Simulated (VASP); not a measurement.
Given:

```
BP
1.0
    0.00000     2.26607     2.26607
    2.26607     0.00000     2.26607
    2.26607     2.26607     0.00000
B P
1 1
Direct
  0.00000   0.00000   0.00000
  0.25000   0.25000   0.25000
```

Level of theory: PBE GGA, VASP's PBE PAW potentials (set 64) (plane waves; VASP). Numerical set-up: PREC = Normal, 500 eV cut-off, 6×6×6 Γ-centred mesh, Gaussian smearing of 0.010 eV, potentials B_GW P_GW.

**Question.** Give the stress tensor in GPa (positive for a compressed cell).

**Answer.** 
```
1.92  0.00  0.00
0.00  1.92  0.00
0.00  0.00  1.92
```
The pressure is its mean diagonal, 1.92 GPa.

The structure comes from a computed database's BP entry (F-43m); how it stands against other phases isn't given here. The cell was not relaxed at this level.
